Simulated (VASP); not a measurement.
# Ti5Si3: structure and properties in VASP, part 5 of 6

Wanted: the relaxed cell of Ti5Si3 and its properties. The start is a cell from a database of measured crystal structures.

VASP 6.6.1; LDA; plane waves and PAW (Ti_sv, Si).

Still holding for the runs below: The k-mesh is coarse for a metal.

So far. Step 5 (Band structure (LDA)): Of the bands kept, 4 cross the Fermi level on this path. Step 6 (Total and projected DOS (LDA)): The finer mesh and the other smearing move the Fermi level by -0.01 eV from the 4×4×5 run, a small shift, which tests the Fermi level alone. Of the states within 0.3 eV of the Fermi level, the largest shares in the PAW spheres are Ti d 67 %. The rest lies in smaller channels or between the spheres. The relaxed cell has a = 7.344, c = 5.010 Å (conventional setting).

## 7. Core-level energies (LDA)

Core levels shift with the potential at each site, so they tell like atoms on unlike sites apart.

Contents of INCAR:

```
SYSTEM = Ti5Si3
PREC = Accurate
ENCUT = 400
EDIFF = 1E-06
NELM = 100
ISMEAR = 1
SIGMA = 0.2
LREAL = .FALSE.
ALGO = Normal
GGA = CA
NBANDS = 89
LASPH = .TRUE.
LORBIT = 11
LWAVE = .FALSE.
LCHARG = .FALSE.
KPAR = 8
ICORELEVEL = 1
```

Contents of POSCAR:

```
Ti5Si3
1.0
    7.3444145200      0.0000000000      0.0000000000
   -3.6722072600      6.3604495503      0.0000000000
    0.0000000000      0.0000000000      5.0104887174
Ti Si
10 6
Direct
    0.3333333333      0.6666666667      0.0000000000
    0.6666666667      0.3333333333      0.5000000000
    0.6666666667      0.3333333333      0.0000000000
    0.3333333333      0.6666666667      0.5000000000
    0.2493050742      0.0000000000      0.2500000000
    0.2493050742      0.2493050742      0.7500000000
    0.0000000000      0.2493050742      0.2500000000
    0.7506949258      0.0000000000      0.7500000000
    0.7506949258      0.7506949258      0.2500000000
    0.0000000000      0.7506949258      0.7500000000
    0.6077380821      0.0000000000      0.2500000000
    0.6077380821      0.6077380821      0.7500000000
    0.0000000000      0.6077380821      0.2500000000
    0.3922619179      0.0000000000      0.7500000000
    0.3922619179      0.3922619179      0.2500000000
    0.0000000000      0.3922619179      0.7500000000
```

Contents of KPOINTS:

```
Automatic mesh
0
Gamma
4 4 5
0 0 0
```

Potentials, in the order of the species: Ti_sv and Si (LDA family, release 64).

Launch:

```
$ mpirun -np 8 vasp_std
```

The log of the run:

```text
[... set-up lines as in an earlier step ...]
 entering main loop
       N       E                     dE             d eps       ncg     rms          rms(c)
DAV:   1     0.179772100299E+04    0.17977E+04   -0.58920E+04  2192   0.161E+03
DAV:   2     0.122666714976E+03   -0.16751E+04   -0.16280E+04  2136   0.542E+02
DAV:   3    -0.119442632566E+03   -0.24211E+03   -0.23154E+03  3222   0.182E+02
DAV:   4    -0.151757913591E+03   -0.32315E+02   -0.31953E+02  3152   0.575E+01
DAV:   5    -0.154183853076E+03   -0.24259E+01   -0.24224E+01  3328   0.139E+01    0.374E+01
DAV:   6    -0.137252434928E+03    0.16931E+02   -0.14166E+02  2991   0.515E+01    0.164E+01
DAV:   7    -0.140236701589E+03   -0.29843E+01   -0.78952E+01  3027   0.323E+01    0.190E+01
DAV:   8    -0.134621582512E+03    0.56151E+01   -0.30953E+01  2917   0.191E+01    0.642E+00
DAV:   9    -0.134614698110E+03    0.68844E-02   -0.39047E+00  3016   0.667E+00    0.280E+00
DAV:  10    -0.134599024611E+03    0.15673E-01   -0.45639E-01  2936   0.318E+00    0.133E+00
DAV:  11    -0.134608359169E+03   -0.93346E-02   -0.62896E-02  2968   0.104E+00    0.376E-01
DAV:  12    -0.134607298746E+03    0.10604E-02   -0.14699E-02  2904   0.515E-01    0.168E-01
DAV:  13    -0.134607441005E+03   -0.14226E-03   -0.87161E-04  2784   0.146E-01    0.650E-02
DAV:  14    -0.134607422244E+03    0.18761E-04   -0.15393E-04  3096   0.536E-02    0.199E-02
DAV:  15    -0.134607418350E+03    0.38941E-05   -0.42042E-05  2832   0.312E-02    0.526E-03
DAV:  16    -0.134607418329E+03    0.20591E-07   -0.22390E-06  1912   0.933E-03
   1 F= -.13460742E+03 E0= -.13461915E+03  d E =0.351938E-01
```

Run time: 33 s. Hardware: 8 MPI ranks of Intel Xeon 6975P-C (Granite Rapids), shared host; peak memory 2.5 GiB.

OUTCAR, selected parts (step 7):

```text
   NELECT =     144.0000    total number of electrons

 the core state eigenenergies are
   1-  1s  -4828.4155  2s   -518.3557  2p   -427.3308
   2-  1s  -4828.4155  2s   -518.3557  2p   -427.3308
   3-  1s  -4828.4155  2s   -518.3557  2p   -427.3308
   4-  1s  -4828.4155  2s   -518.3557  2p   -427.3308
   5-  1s  -4829.2547  2s   -519.2001  2p   -428.1760
   6-  1s  -4829.2547  2s   -519.2001  2p   -428.1760
   7-  1s  -4829.2547  2s   -519.2001  2p   -428.1760
   8-  1s  -4829.2547  2s   -519.2001  2p   -428.1760
   9-  1s  -4829.2547  2s   -519.2001  2p   -428.1760
  10-  1s  -4829.2547  2s   -519.2001  2p   -428.1760
  11-  1s  -1759.0124  2s   -122.3646  2p    -79.2940
  12-  1s  -1759.0124  2s   -122.3646  2p    -79.2940
  13-  1s  -1759.0124  2s   -122.3646  2p    -79.2940
  14-  1s  -1759.0124  2s   -122.3646  2p    -79.2940
  15-  1s  -1759.0124  2s   -122.3646  2p    -79.2940
  16-  1s  -1759.0124  2s   -122.3646  2p    -79.2940

 E-fermi :   9.5479

 k-point     1 :       0.0000    0.0000    0.0000
  band No.  band energies     occupation
    ...
     68       8.6028      2.00000
     69       8.7899      2.00000
     70       8.8914      2.00004
     71       8.8914      2.00004
     72       9.0126      2.00102
     73       9.7457     -0.04784
     74       9.7457     -0.04784
     75      10.0377     -0.00290
     76      10.0377     -0.00290
     77      10.1744     -0.00009
    ...

  Total       -0.0013529     -0.0013529     -0.0638003     -0.0000000      0.0000000     -0.0000000
  in kB       -0.0092609     -0.0092609     -0.4367251     -0.0000000      0.0000000     -0.0000000
  external PRESSURE =      -0.1517490 kB  Pullay stress =       0.0000000 kB

 POSITION                                       TOTAL-FORCE (eV/Angst)
 -----------------------------------------------------------------------------------
     -0.00000      4.24030      0.00000        -0.000000      0.000000     -0.000000
      3.67221      2.12015      2.50524        -0.000000     -0.000000     -0.000000
      3.67221      2.12015      0.00000        -0.000000     -0.000000     -0.000000
     -0.00000      4.24030      2.50524        -0.000000      0.000000     -0.000000
      1.83100      0.00000      1.25262         0.005362      0.000000     -0.000000
      0.91550      1.58569      3.75787         0.002681      0.004644     -0.000000
     -0.91550      1.58569      1.25262        -0.002681      0.004644     -0.000000
      5.51341      0.00000      3.75787        -0.005362      0.000000     -0.000000
      2.75671      4.77476      1.25262        -0.002681     -0.004644     -0.000000
     -2.75671      4.77476      3.75787         0.002681     -0.004644     -0.000000
      4.46348      0.00000      1.25262         0.002611     -0.000000      0.000000
      2.23174      3.86549      3.75787         0.001305      0.002261      0.000000
     -2.23174      3.86549      1.25262        -0.001305      0.002261      0.000000
      2.88093      0.00000      3.75787        -0.002611      0.000000     -0.000000
      1.44047      2.49496      1.25262        -0.001305     -0.002261     -0.000000
     -1.44047      2.49496      3.75787         0.001305     -0.002261      0.000000
 -----------------------------------------------------------------------------------
    total drift:                               -0.000000      0.000000     -0.000000

  FREE ENERGIE OF THE ION-ELECTRON SYSTEM (eV)
  ---------------------------------------------------
  free  energy   TOTEN  =      -134.6074183290 eV

  energy  without entropy=     -134.6426121268  energy(sigma->0) =     -134.61914959

[... 11 parts as in an earlier step ...]

[... 5 further parts left out ...]
```

These are scalar-relativistic Kohn-Sham levels of the ground state, with no core hole, so they are not binding energies.

Numbers from this step:

| Item | Value |
| --- | --- |
| SCF cycles | 16 |
| bands | 89 |
| irreducible k-points | 12 |
| free energy (TOTEN) | -134.6074 eV |
| Fermi energy | 9.548 eV |
| pressure | -0.01517 GPa |

Kohn-Sham core levels. Core levels, by row, the first 40 of 48 rows:

```
atom  shell  level below the Fermi level (eV)
 Ti1     1s                              4838
 Ti1     2s                             527.9
 Ti1     2p                             436.9
 Ti2     1s                              4838
 Ti2     2s                             527.9
 Ti2     2p                             436.9
 Ti3     1s                              4838
 Ti3     2s                             527.9
 Ti3     2p                             436.9
 Ti4     1s                              4838
 Ti4     2s                             527.9
 Ti4     2p                             436.9
 Ti5     1s                              4839
 Ti5     2s                             528.7
 Ti5     2p                             437.7
 Ti6     1s                              4839
 Ti6     2s                             528.7
 Ti6     2p                             437.7
 Ti7     1s                              4839
 Ti7     2s                             528.7
 Ti7     2p                             437.7
 Ti8     1s                              4839
 Ti8     2s                             528.7
 Ti8     2p                             437.7
 Ti9     1s                              4839
 Ti9     2s                             528.7
 Ti9     2p                             437.7
Ti10     1s                              4839
Ti10     2s                             528.7
Ti10     2p                             437.7
Si11     1s                              1769
Si11     2s                             131.9
Si11     2p                             88.84
Si12     1s                              1769
Si12     2s                             131.9
Si12     2p                             88.84
Si13     1s                              1769
Si13     2s                             131.9
Si13     2p                             88.84
Si14     1s                              1769
```

The Ti 2p level differs by about 0.8 eV between unlike sites.

(Continued in part 6 of 6.)

[Lines on the potential files, build, host, timing and source positions are cut from VASP's logs without a mark.]

[Logs are printed without paths, hosts, clocks, repeated set-up lines and the standing remarks that a program may print on its own settings, such as how far it seeks lower states.]

[Hosts, paths, dates, database ids (printed as entryN), source tags and the programs' standing remarks are cut or masked in the printed files.]

[A measured line is paired with the nearest computed mode of its activity, which favours agreement.]

[In band tables of VASP the shares of atoms and orbitals are scaled to a sum of 1 inside the atoms' spheres.]
